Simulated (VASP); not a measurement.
# GW on MgS (Niningerite), part 5 of 5

Aim: the quasiparticle gap of MgS (Niningerite), and what it costs to get it. The cell is of the rock-salt type, one of the forms listed for this formula. The start is a cell from a database of measured crystal structures.

VASP 6.6.1, plane waves and PAW; the level of theory is named at each step.

So far, quasiparticle gap on the mesh (eV): step 4 (evGW0, evGW0 on PBE) 4.62; step 5 (evGW, evGW on PBE) 4.96; step 6 (QPGW0, QPGW0 on PBE) 4.70.

### Step 8. Another starting point

This step: HSE06; plane waves and PAW (S_GW, Mg_GW) (VASP 6.6.1).

To see how much the result owes to its start, the ground state is made again with HSE06. EDIFF is tight for accurate orbitals, and a narrow smearing avoids fractional occupations.

INCAR

```
SYSTEM = MgS
PREC = Accurate
ENCUT = 300
EDIFF = 1E-08
NELM = 100
ISMEAR = 0
SIGMA = 0.01
LREAL = .FALSE.
ALGO = Normal
LHFCALC = .TRUE.
AEXX = 0.25
GGA = PE
HFSCREEN = 0.2
LASPH = .TRUE.
NBANDS = 10
PRECFOCK = Fast
LORBIT = 11
LWAVE = .TRUE.
LCHARG = .FALSE.
KPAR = 8
```

POSCAR

```
MgS
1.0
    0.0000000000      2.6016500000      2.6016500000
    2.6016500000      0.0000000000      2.6016500000
    2.6016500000      2.6016500000      0.0000000000
S Mg
1 1
Direct
    0.5000000000      0.5000000000      0.5000000000
    0.0000000000      0.0000000000      0.0000000000
```

KPOINTS

```
Automatic mesh
0
Gamma
4 4 4
0 0 0
```

PAW data sets: S_GW and Mg_GW (PBE family, release 64).

The WAVECAR or CHGCAR of an earlier step is read.

Started as:

```
> mpirun -np 8 vasp_std
```

What it wrote:

```text
[banner, memory and clock lines left out]
running    8 mpi-ranks, on    1 nodes
 distrk:  each k-point on    1 cores,    8 groups
 distr:  one band on    1 cores,    1 groups

 POSCAR found type information on POSCAR S Mg
 POSCAR found :  2 types and       2 ions
 [... a notice as in an earlier step ...]

 LDA part: xc-table for (Slater+PW92), standard interpolation
 found WAVECAR, reading the header
 POSCAR, INCAR and KPOINTS ok, starting setup
 FFT: planning ... GRIDC
 FFT: planning ... GRID_SOFT
 FFT: planning ... GRID
 reading WAVECAR
 the WAVECAR file was read successfully
 initial charge from wavefunction
 entering main loop
       N       E                     dE             d eps       ncg     rms          rms(c)
DAV:   1    -0.986718695470E+01   -0.98672E+01   -0.18911E-01   174   0.269E+00    0.159E-01
DAV:   2    -0.986833125494E+01   -0.11443E-02   -0.34390E-03   192   0.374E-01    0.118E-01
DAV:   3    -0.986807761343E+01    0.25364E-03   -0.18856E-04   214   0.978E-02    0.732E-02
DAV:   4    -0.986797234760E+01    0.10527E-03   -0.33305E-05   236   0.404E-02    0.446E-02
DAV:   5    -0.986793264633E+01    0.39701E-04   -0.12031E-05   236   0.235E-02    0.265E-02
DAV:   6    -0.986791794314E+01    0.14703E-04   -0.46137E-06   238   0.145E-02    0.157E-02
DAV:   7    -0.986791233000E+01    0.56131E-05   -0.17494E-06   236   0.897E-03    0.932E-03
DAV:   8    -0.986791011671E+01    0.22133E-05   -0.63279E-07   236   0.535E-03    0.554E-03
DAV:   9    -0.986790926674E+01    0.84998E-06   -0.23738E-07   246   0.328E-03    0.330E-03
DAV:  10    -0.986790890442E+01    0.36232E-06   -0.89293E-08   240   0.201E-03    0.197E-03
DAV:  11    -0.986790875528E+01    0.14914E-06   -0.33486E-08   234   0.124E-03    0.118E-03
DAV:  12    -0.986790866905E+01    0.86231E-07   -0.12435E-08   174   0.757E-04    0.713E-04
DAV:  13    -0.986790863060E+01    0.38449E-07   -0.42803E-09    86   0.467E-04    0.434E-04
DAV:  14    -0.986790861305E+01    0.17556E-07   -0.27955E-09    80   0.402E-04    0.263E-04
DAV:  15    -0.986790860577E+01    0.72746E-08   -0.89853E-10    80   0.233E-04
   1 F= -.98679086E+01 E0= -.98679086E+01  d E =-.373734E-40
 writing wavefunctions
```

Elapsed: 15 s, on 8 MPI ranks of Intel Xeon Platinum 8259CL at 2.50GHz (Skylake/Cascade Lake), shared host; peak memory 1.7 GiB; 1.8 min of CPU time.

OUTCAR, selected parts (step 8):

```text
   k-points           NKPTS =      8   k-points in BZ     NKDIM =     64   number of bands    NBANDS=     10

   NELECT =       8.0000    total number of electrons

  exchange ACFDT corr.  =         0.00000000  see jH, gK, PRB 81, 115126

 E-fermi :   3.1714

 k-point     1 :       0.0000    0.0000    0.0000
  band No.  band energies     occupation
      1     -10.8785      2.00000
      2       3.0793      2.00000
      3       3.0793      2.00000
      4       3.0793      2.00000
      5       7.9024      0.00000
      6      12.2125      0.00000
      7      12.2125      0.00000
      8      12.2125      0.00000
      9      14.7743      0.00000
    ...

 POSITION                                       TOTAL-FORCE (eV/Angst)
 -----------------------------------------------------------------------------------
      2.60165      2.60165      2.60165        -0.000000      0.000000     -0.000000
      0.00000      0.00000      0.00000         0.000000     -0.000000      0.000000
 -----------------------------------------------------------------------------------
    total drift:                               -0.000053     -0.000070     -0.000070

  FREE ENERGIE OF THE ION-ELECTRON SYSTEM (eV)
  ---------------------------------------------------
  free  energy   TOTEN  =        -9.8679086058 eV

  energy  without entropy=       -9.8679086058  energy(sigma->0) =       -9.86790861

[... 7 parts as in an earlier step ...]

[... 9 further parts left out ...]
```

The k-mesh is coarse for exact exchange; levels may shift by about 0.1 eV on a finer one. The PAW data sets were made with PBE, which is usual practice but a small mismatch for other functionals.

This step gave:

```
free energy (TOTEN)            : -9.868 eV
Fermi energy                   : 3.171 eV
gap on the k-mesh              : 3.783 eV
least direct gap on the k-mesh : 4.823 eV
```

### Step 9. Empty bands, functional HSE06

The next step needs empty bands that the ground-state run didn't converge, so the Hamiltonian is diagonalised exactly for NBANDS bands, in a single step. LOPTICS writes the k-derivatives of the orbitals (WAVEDER), which give the long-wavelength limit of the screening.

INCAR

```
SYSTEM = MgS
PREC = Accurate
ENCUT = 300
ISMEAR = 0
SIGMA = 0.01
LREAL = .FALSE.
LHFCALC = .TRUE.
AEXX = 0.25
GGA = PE
HFSCREEN = 0.2
LASPH = .TRUE.
NBANDS = 232
PRECFOCK = Fast
ALGO = Exact
NELM = 1
LWAVE = .TRUE.
LCHARG = .FALSE.
LOPTICS = .TRUE.
NEDOS = 1000
CSHIFT = 0.1
```

POSCAR is that of step 8.

KPOINTS is that of step 8.

The WAVECAR or CHGCAR of an earlier step is read.

Started as:

```
> mpirun -np 8 vasp_std
```

What it wrote:

```text
[... set-up lines as in an earlier step ...]
 entering main loop
       N       E                     dE             d eps       ncg     rms          rms(c)
DIA:   1    -0.986790859684E+01   -0.98679E+01    0.00000E+00     0   0.000E+00
   1 F= -.98679086E+01 E0= -.98679086E+01  d E =-.422934E-26
 writing wavefunctions
 optical routines
 imaginary and real dielectric function
 recalculating local potential from charge density
 direction            1
 direction            2
 direction            3
```

Wall time 27 s (8 MPI ranks); peak memory 1.7 GiB; 3.2 min of CPU time.

Parts of OUTCAR (step 9):

```text
 POSITION                                       TOTAL-FORCE (eV/Angst)
 -----------------------------------------------------------------------------------
      2.60165      2.60165      2.60165        -0.000000      0.000000     -0.000000
      0.00000      0.00000      0.00000         0.000000     -0.000000      0.000000
 -----------------------------------------------------------------------------------
    total drift:                                0.000090      0.000117      0.000117

  FREE ENERGIE OF THE ION-ELECTRON SYSTEM (eV)
  ---------------------------------------------------
  free  energy   TOTEN  =        -9.8679085968 eV

  energy  without entropy=       -9.8679085968  energy(sigma->0) =       -9.86790860

[... 2 parts as in an earlier step ...]

[... 1 further part left out ...]
[key lines of the parts left out:]
E-fermi :   3.1518
```

### Step 10. G0W0

This step: G0W0 on HSE06; plane waves and PAW (S_GW, Mg_GW) (VASP 6.6.1).

One pass of GW corrects the levels to first order, with G and W from the starting orbitals.

INCAR

```
SYSTEM = MgS
PREC = Accurate
ENCUT = 300
ISMEAR = 0
SIGMA = 0.01
LREAL = .FALSE.
LHFCALC = .TRUE.
AEXX = 0.25
GGA = PE
HFSCREEN = 0.2
LASPH = .TRUE.
NBANDS = 232
PRECFOCK = Fast
ALGO = EVGW0
NELMGW = 1
ENCUTGW = 200
NOMEGA = 64
NBANDSGW = 16
LWAVE = .FALSE.
LCHARG = .FALSE.
```

POSCAR is that of step 9.

KPOINTS is that of step 9.

The run starts from files that an earlier step left in the folder.

Started as:

```
> mpirun -np 8 vasp_std
```

What it wrote:

```text
[banner, memory and clock lines left out]
running    8 mpi-ranks, on    1 nodes
 distrk:  each k-point on    8 cores,    1 groups
 distr:  one band on    1 cores,    8 groups

 POSCAR found type information on POSCAR S Mg
 POSCAR found :  2 types and       2 ions
 [... a notice as in an earlier step ...]

 [... a notice as in an earlier step ...]

 LDA part: xc-table for (Slater+PW92), standard interpolation
 found WAVECAR, reading the header
 POSCAR, INCAR and KPOINTS ok, starting setup
 FFT: planning ... GRIDC
 FFT: planning ... GRID_SOFT
 FFT: planning ... GRID
 reading WAVECAR
 the WAVECAR file was read successfully
 initial charge from wavefunction
 available memory per node:     58.33 GB, setting MAXMEM to     59732

 The Fermi energy was updated, please check that it is located mid-gap
 values below the HOMO (VB) or above the LUMO (CB) will cause erroneous energies
 E-fermi :   4.9708

 calculate exact exchange contribution
 the WAVEDER file was read successfully
energies w=
    0.000    0.000    0.600    0.000    1.199    0.000    1.795    0.000
    2.388    0.000    2.975    0.000    3.556    0.000    4.131    0.000
    4.698    0.000    5.258    0.000    5.810    0.000    6.354    0.000
    6.891    0.000    7.421    0.000    7.944    0.000    8.461    0.000
    8.972    0.000    9.479    0.000    9.982    0.000   10.483    0.000
   10.981    0.000   11.479    0.000   11.977    0.000   12.476    0.000
   12.978    0.000   13.484    0.000   13.996    0.000   14.514    0.000
   15.041    0.000   15.578    0.000   16.127    0.000   16.691    0.000
   17.270    0.000   17.869    0.000   18.489    0.000   19.133    0.000
   19.806    0.000   20.511    0.000   21.253    0.000   22.037    0.000
   22.867    0.000   23.754    0.000   24.702    0.000   25.724    0.000
   26.829    0.000   28.033    0.000   29.351    0.000   30.804    0.000
   32.417    0.000   34.223    0.000   36.259    0.000   38.579    0.000
   41.248    0.000   44.355    0.000   48.021    0.000   52.412    0.000
   57.771    0.000   64.453    0.000   73.014    0.000   84.365    0.000
  100.116    0.000  123.399    0.000  161.231    0.000  233.250    0.000
 responsefunction array rank=     232
 LDA part: xc-table for (Slater+PW92), standard interpolation

 min. memory requirement per mpi rank    130.7 MB, per node   1045.8 MB

 allocating   8 responsefunctions rank=   232
 shmem allocating  64 responsefunctions rank=   232
 response function shared by NCSHMEM nodes    1
 Doing            8  frequencies on each core in blocks of           64
NQ=   1    0.0000    0.0000    0.0000,
|.........|.........|.........|.........|.........|.........|.........|.........
 performed        176000 updates of chi_q(r,r)
 total number of BLAS operations         73.89 Gflops
NQ=   2    0.2500    0.0000    0.0000,
|.........|.........|.........|.........|.........|.........|.........|.........
 performed        619000 updates of chi_q(r,r)
 total number of BLAS operations        250.29 Gflops
NQ=   3    0.5000    0.0000    0.0000,
|.........|.........|.........|.........|.........|.........|.........|.........
 performed        928000 updates of chi_q(r,r)
 total number of BLAS operations        379.11 Gflops
NQ=   4    0.2500    0.2500    0.0000,
|.........|.........|.........|.........|.........|.........|.........|.........
 performed       1319000 updates of chi_q(r,r)
 total number of BLAS operations        527.92 Gflops
NQ=   5    0.5000    0.2500    0.0000,
|.........|.........|.........|.........|.........|.........|.........|.........
 performed       1881000 updates of chi_q(r,r)
 total number of BLAS operations        757.63 Gflops
NQ=   6   -0.2500    0.2500    0.0000,
|.........|.........|.........|.........|.........|.........|.........|.........
 performed       2368000 updates of chi_q(r,r)
 total number of BLAS operations        950.01 Gflops
NQ=   7    0.5000    0.5000    0.0000,
|.........|.........|.........|.........|.........|.........|.........|.........
 performed       2648000 updates of chi_q(r,r)
 total number of BLAS operations       1060.43 Gflops
NQ=   8   -0.2500    0.5000    0.2500,
|.........|.........|.........|.........|.........|.........|.........|.........
 performed       3046000 updates of chi_q(r,r)
 total number of BLAS operations       1220.53 Gflops
 resolving degeneracies of screened two electron integrals

 calculate QP shifts <psi_nk| G(iteration)W_0 |psi_nk>: iteration 1
 entering main loop
```

Elapsed: 25 s, on 8 MPI ranks; peak memory 2.4 GiB; 2.8 min of CPU time.

From OUTCAR (step 10):

```text
   NELECT =       8.0000    total number of electrons

 E-fermi :   4.9708

 QP shifts <psi_nk| G(iteration)W_0 |psi_nk>: iteration 1
 for sc-GW calculations column KS-energies equals QP-energies in previous step
 and V_xc(KS)=  KS-energies - (<T + V_ion + V_H > + <T+V_H+V_ion>^1  + <V_x>^1)
 k-point   1 :       0.0000    0.0000    0.0000
  band No.  KS-energies  QP-energies   sigma(KS)   V_xc(KS)     V^pw_x(r,r')   Z            occupation Imag(sigma)
      1     -10.8784     -10.6015     -14.2077     -14.5819     -20.8461       0.7400       2.0000       1.4508
      2       3.0793       2.4358     -14.7825     -13.9762     -16.3291       0.7982       2.0000       0.0440
      3       3.0793       2.4358     -14.7825     -13.9762     -16.3291       0.7982       2.0000       0.0440
      4       3.0793       2.4358     -14.7825     -13.9762     -16.3291       0.7982       2.0000       0.0440
      5       7.9024       8.1761      -9.1806      -9.5163      -5.2048       0.8154       0.0000      -0.0627
      6      12.2125      12.4694      -8.4329      -8.7498      -4.1743       0.8103       0.0000      -0.0742
      7      12.2125      12.4694      -8.4329      -8.7498      -4.1743       0.8103       0.0000      -0.0742
      8      12.2125      12.4694      -8.4329      -8.7498      -4.1743       0.8103       0.0000      -0.0742
    ...

 k-point   2 :       0.2500    0.0000    0.0000
  band No.  KS-energies  QP-energies   sigma(KS)   V_xc(KS)     V^pw_x(r,r')   Z            occupation Imag(sigma)
      1     -10.2648      -9.9308     -14.3828     -14.8280     -20.9488       0.7503       2.0000       1.3247
      2       0.0581      -0.5322     -13.3249     -12.5647     -15.4963       0.7765       2.0000       0.0591
      3       2.7310       2.0880     -14.6101     -13.8000     -16.2237       0.7937       2.0000       0.0439
      4       2.7310       2.0880     -14.6101     -13.8000     -16.2237       0.7937       2.0000       0.0439
      5       9.1365       9.3707      -8.7498      -9.0368      -4.7303       0.8161       0.0000      -0.0662
      6      12.1077      12.4007      -8.4767      -8.8399      -4.1619       0.8066       0.0000      -0.0789
      7      12.1077      12.4007      -8.4767      -8.8399      -4.1619       0.8066       0.0000      -0.0789
      8      12.6773      12.8939      -9.6637      -9.9371      -5.0589       0.7923       0.0000      -0.0856
    ...

[... 8 parts as in an earlier step ...]

[... 8 further parts left out ...]
```

Numbers from this step:

```
quasiparticle gap on the mesh                 : 4.812 eV
smallest direct quasiparticle gap on the mesh : 5.740 eV
gap of the starting orbitals on the mesh      : 3.783 eV
```

GW takes the gap from 3.783 to 4.812 eV. That is +465 meV against the one-shot pass on PBE. The value holds for 232 bands, ENCUTGW = 200 eV and this mesh, and isn't shown to be converged in them.

### Step 11. Summary

This step: GW series: evGW0 on PBE, evGW on PBE, QPGW0 on PBE, G0W0 on HSE06; plane waves and PAW (VASP 6.6.1).

No new run; the numbers come from the runs before.

Cost is wall time times ranks on a shared host, with the step that makes the empty bands. GW runs:

```
        level  bands  ENCUTGW (eV)  NOMEGA  k mesh  starting gap (eV)  quasiparticle gap (eV)  direct gap (eV)  cost (core minutes)
 evGW0 on PBE    232           200      64   4x4x4              2.751                   4.619             5.51                11.09
  evGW on PBE    232           200      64   4x4x4              2.751                   4.959            5.867                11.09
 QPGW0 on PBE    232           200      64   4x4x4              2.751                   4.704            5.574                31.11
G0W0 on HSE06    232           200      64   4x4x4              3.783                   4.812             5.74                 6.93
```

### Step 12. What came out

```json
{
 "evGW0 on PBE, 232 bands, ENCUTGW 200 eV, NOMEGA 64, mesh 4×4×4": "2.751 → 4.619 eV",
 "evGW on PBE, 232 bands, ENCUTGW 200 eV, NOMEGA 64, mesh 4×4×4": "2.751 → 4.959 eV",
 "QPGW0 on PBE, 232 bands, ENCUTGW 200 eV, NOMEGA 64, mesh 4×4×4": "2.751 → 4.704 eV",
 "G0W0 on HSE06, 232 bands, ENCUTGW 200 eV, NOMEGA 64, mesh 4×4×4": "3.783 → 4.812 eV"
}
```

What this shows: evGW0 gives a quasiparticle gap of 4.619 eV on the mesh, 1.87 eV over the PBE gap on the same mesh. On mesh and path the starting valence top lies at Γ and the conduction bottom at (0.5, 0.5, 0), so the starting gap is indirect. Both points lie on the GW mesh. Over the final values of the levels run here the gap spans 4.62 to 4.96 eV. In evGW0 the first pass, which is the one-shot result, gives 4.347 eV and pass 4 gives 4.619 eV; the last pass changed the gap by +7 meV, so the loop is converged. In evGW the first pass, which is the one-shot result, gives 4.347 eV and pass 4 gives 4.959 eV; the last pass changed the gap by +39 meV, so more passes would move it further. In QPGW0 the first pass gives 4.343 eV and pass 4 gives 4.704 eV; the last pass changed the gap by +22 meV, so more passes would move it further. One-shot gaps: 4.347 eV from PBE and 4.812 eV from HSE06. The starting gaps span 1.03 eV and the one-shot gaps 0.46 eV. Bands, response cutoff and mesh weren't tested for convergence. Not tabulated here, as repeats of values shown or as unfit to read for their mesh, reference level or band range: eps2 curves (empty bands); eps1 curves and static values (empty bands); gaps (empty bands).

[Lines on the potential files, build, host, timing and source positions are cut from VASP's logs without a mark.]

[Logs are printed without paths, hosts, clocks, repeated set-up lines and the standing remarks that a program may print on its own settings, such as how far it seeks lower states.]

[Hosts, paths, dates, database ids (printed as entryN), source tags and the programs' standing remarks are cut or masked in the printed files.]

[Pressures printed for these runs are not shown converged in the cutoff: they can be off by several GPa and have the wrong sign.]
